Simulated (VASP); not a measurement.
Consider the following.

```
CELL_PARAMETERS angstrom
      0.00000     2.16361     2.16361
      2.16361     0.00000     2.16361
      2.16361     2.16361     0.00000
ATOMIC_POSITIONS crystal
  Li 0.25000 0.25000 0.25000
  Li 0.75000 0.75000 0.75000
  O  0.00000 0.00000 0.00000
```

All values below come from PBEsol GGA, VASP's PBE PAW potentials (set 64) (plane waves; VASP). Run with 620 eV cut-off, 9×9×9 Γ-centred mesh, Gaussian smearing of 0.050 eV, potentials Li_sv O.

Energy and stress use the plane-wave basis of the starting cell.

Q: The ions, cell shape and volume at an external pressure of 30.0 GPa are relaxed. Predict the relaxed structure.

A: 
```
CELL_PARAMETERS angstrom
      0.00000     2.12251     2.12251
      2.12251     0.00000     2.12251
      2.12251     2.12251     0.00000
ATOMIC_POSITIONS crystal
  Li 0.25000 0.25000 0.25000
  Li 0.75000 0.75000 0.75000
  O  0.00000 0.00000 0.00000
```
Space group Fm-3m (225), at a tolerance of 0.03 Å.

Q: How do energy and volume change from the first to the last step?

A: The energy (σ→0) changes by +58.6 meV/atom and the volume by -5.6 %, in 3 ionic steps.

The compound is Li2O in the antifluorite structure. This run relaxes it under an external pressure of 30 GPa. Symmetry was kept, so distortions that lower it aren't found.
